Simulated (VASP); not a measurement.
The system is Ta2Be.

```
Ta Be
1.0
     0.00000    3.63601    3.63601
     3.63601    0.00000    3.63601
     3.63601    3.63601    0.00000
Ta Be
2 1
Direct
  0.75000 0.75000 0.75000
  0.00000 0.00000 0.00000
  0.25000 0.25000 0.25000
```

The cell was built by a generator and needn't be a form met in nature.

| Item | Value |
| --- | --- |
| Program | VASP 6.6.1 |
| Task | relaxation of cell and atoms |
| Functional | LDA |
| Potentials or basis | VASP PAW LDA potentials, release 64 (Ta_pv, Be) |
| Cutoff | 600 eV |
| k mesh | 6 × 6 × 6 |
| Occupations | methfessel-paxton, width 0.1 eV |
| Spin | no spin polarisation |

At the start: pressure -23.0 GPa; volume 32.05 Å³/atom.

How do energy, volume and symmetry change on relaxing?

Over 6 steps the energy falls by 1590.6 meV/atom and the volume is 18.07 Å³/atom (-43.6 %); space group F-43m (No. 216, to 0.05 Å).

The path:
| step | energy change (eV) | largest force (eV/Å) | pressure (GPa) | volume (Å³) |
| --- | --- | --- | --- | --- |
| 1 | 0.0000 | 0.0000 | -23.05 | 96.14 |
| 2 | -4.0323 | 0.0000 | 30.33 | 45.20 |
| 3 | -4.7715 | 0.0000 | -0.47 | 54.45 |
| 4 | -4.7704 | 0.0000 | 0.97 | 53.77 |
| 5 | -4.7709 | 0.0000 | -0.75 | 54.58 |
| 6 | -4.7718 | 0.0000 | -0.01 | 54.22 |

Final structure:
```
Ta Be
1.0
     0.00000    3.00413    3.00413
     3.00413    0.00000    3.00413
     3.00413    3.00413    0.00000
Ta Be
2 1
Direct
  0.75000 0.75000 0.75000
  0.00000 0.00000 0.00000
  0.25000 0.25000 0.25000
```

Caveat: the volume moved by over 15 % at a fixed basis, so the end points are rough.
